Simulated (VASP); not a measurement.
Method: PW91 GGA, VASP's PBE PAW potentials (set 64) (plane waves; VASP 6.6.1).

A VASP calculation is set up with these files.

**INCAR**
```
ALGO = Normal
EDIFF = 1E-7
ENCUT = 520
GGA = 91
ISIF = 2
ISMEAR = -5
LASPH = .TRUE.
LCHARG = .TRUE.
LEFG = .TRUE.
LORBIT = 11
LREAL = .FALSE.
LWAVE = .FALSE.
NEDOS = 601
NELM = 100
PREC = Accurate
SYSTEM = AlN
```

File POSCAR:
```
AlN
1
    1.5645148003    -2.7098191175     0.0000000000
    1.5645148003     2.7098191175     0.0000000000
    0.0000000000     0.0000000000     5.0104462886
Al N
2 2
Direct
  0.6666670000   0.3333330000   0.5000587813
  0.3333330000   0.6666670000   0.0000587813
  0.6666670000   0.3333330000   0.8819412187
  0.3333330000   0.6666670000   0.3819412187
```

KPOINTS:
```
Automatic mesh
0
Gamma
9 9 5
0 0 0
```

POTCAR, in this order: Al N (PBE.64 set). Program: vasp_std.

Output

**OUTCAR**
```
 ion  position               nearest neighbor table
   1  0.667  0.333  0.500-   4 1.90   4 1.90   4 1.90   3 1.91   2 3.09   2 3.09   2 3.09   2 3.09
                             2 3.09   2 3.09
   2  0.333  0.667  0.000-   3 1.90   3 1.90   3 1.90   4 1.91   1 3.09   1 3.09   1 3.09   1 3.09
                             1 3.09   1 3.09
   3  0.667  0.333  0.882-   2 1.90   2 1.90   2 1.90   1 1.91
   4  0.333  0.667  0.382-   1 1.90   1 1.90   1 1.90   2 1.91
  LATTYP: Found a hexagonal cell.
 ALAT       =     3.1290295956
 C/A-ratio  =     1.6012780115
 Subroutine PRICEL returns:
 Original cell was already a primitive cell.
 Subroutine GETGRP returns: Found 12 space group operations
The static configuration has the point symmetry C_3v.
 The point group associated with its full space group is C_6v.
The dynamic configuration has the point symmetry C_3v.
 Subroutine INISYM returns: Found 12 space group operations
 Subroutine IBZKPT returns following result:
 Found     36 irreducible k-points:

 Following reciprocal coordinates:
            Coordinates               Weight
  0.000000  0.000000  0.000000      1.000000
  0.111111 -0.000000  0.000000      6.000000
  0.222222 -0.000000  0.000000      6.000000
  0.333333 -0.000000  0.000000      6.000000
  0.444444 -0.000000  0.000000      6.000000
  0.111111  0.111111  0.000000      6.000000
  0.222222  0.111111  0.000000     12.000000
  0.333333  0.111111  0.000000     12.000000
  0.444444  0.111111  0.000000      6.000000
  0.222222  0.222222  0.000000      6.000000
  0.333333  0.222222  0.000000     12.000000
  0.333333  0.333333  0.000000      2.000000
  0.000000  0.000000  0.200000      2.000000
  0.111111 -0.000000  0.200000     12.000000
  0.222222 -0.000000  0.200000     12.000000
  0.333333 -0.000000  0.200000     12.000000
  0.444444 -0.000000  0.200000     12.000000
  0.111111  0.111111  0.200000     12.000000
...
```

**OSZICAR**
```
       N       E                     dE             d eps       ncg     rms          rms(c)
DAV:   1     0.524344503731E+02    0.52434E+02   -0.77623E+03   872   0.120E+03
DAV:   2    -0.309059874005E+02   -0.83340E+02   -0.77491E+02  1284   0.221E+02
DAV:   3    -0.348160583604E+02   -0.39101E+01   -0.38918E+01  1140   0.530E+01
DAV:   4    -0.348487932140E+02   -0.32735E-01   -0.32729E-01   996   0.565E+00
DAV:   5    -0.348492847463E+02   -0.49153E-03   -0.49151E-03  1120   0.706E-01    0.122E+01
DAV:   6    -0.299665166754E+02    0.48828E+01   -0.17754E+01  1028   0.321E+01    0.417E+00
DAV:   7    -0.299816849177E+02   -0.15168E-01   -0.68222E-01   968   0.644E+00    0.285E+00
DAV:   8    -0.299684811123E+02    0.13204E-01   -0.84651E-02   988   0.301E+00    0.478E-01
DAV:   9    -0.299633942108E+02    0.50869E-02   -0.22014E-02  1080   0.109E+00    0.242E-01
DAV:  10    -0.299638770347E+02   -0.48282E-03   -0.18985E-03  1028   0.338E-01    0.134E-01
DAV:  11    -0.299638117256E+02    0.65309E-04   -0.17965E-04  1040   0.110E-01    0.317E-02
DAV:  12    -0.299638125050E+02   -0.77946E-06   -0.58606E-06   956   0.248E-02    0.757E-03
DAV:  13    -0.299638121452E+02    0.35978E-06   -0.46429E-06  1048   0.160E-02    0.449E-03
DAV:  14    -0.299638121533E+02   -0.80726E-08   -0.33211E-07   936   0.516E-03
   1 F= -.29963812E+02 E0= -.29963812E+02  d E =0.000000E+00
```

### OUTCAR
```
------------------------ aborting loop because EDIFF is reached ----------------------------------------
  FORCE on cell =-STRESS in cart. coord.  units (eV):
  Direction    XX          YY          ZZ          XY          YZ          ZX
  --------------------------------------------------------------------------------------
  Total       -0.0371514     -0.0371514      0.0457330      0.0000000      0.0000000      0.0000000
  in kB       -1.4010681     -1.4010681      1.7247005      0.0000000      0.0000000      0.0000000
  external PRESSURE =      -0.3591453 kB  Pullay stress =       0.0000000 kB
  volume of cell :       42.48
      direct lattice vectors                 reciprocal lattice vectors
     1.564514800 -2.709819117  0.000000000     0.319587900 -0.184514161  0.000000000
     1.564514800  2.709819117  0.000000000     0.319587900  0.184514161  0.000000000
     0.000000000  0.000000000  5.010446289     0.000000000  0.000000000  0.199583020
  FREE ENERGIE OF THE ION-ELECTRON SYSTEM (eV)
  ---------------------------------------------------
  free  energy   TOTEN  =       -29.9638121533 eV

  energy  without entropy=      -29.9638121533  energy(sigma->0) =      -29.96381215

 total charge

# of ion       s       p       d       tot
------------------------------------------
    1        0.364   0.431   0.000   0.795
    2        0.364   0.431   0.000   0.795
    3        1.220   2.634   0.000   3.853
    4        1.220   2.634   0.000   3.853
--------------------------------------------------
tot          3.167   6.130   0.000   9.297

 Electric field gradients after diagonalization (V/A^2)
 (convention: |V_zz| > |V_xx| > |V_yy|)
----------------------------------------------------------------------
 ion       V_xx      V_yy      V_zz     asymmetry (V_yy - V_xx)/ V_zz
----------------------------------------------------------------------
   1      -2.477    -2.476     4.953       0.000
   2      -2.477    -2.476     4.953       0.000
   3       0.017     0.016    -0.033       0.028
   4       0.017     0.016    -0.033       0.024
```
(Selected blocks of OUTCAR.)

The compound is AlN in the wurtzite structure. It was relaxed first.
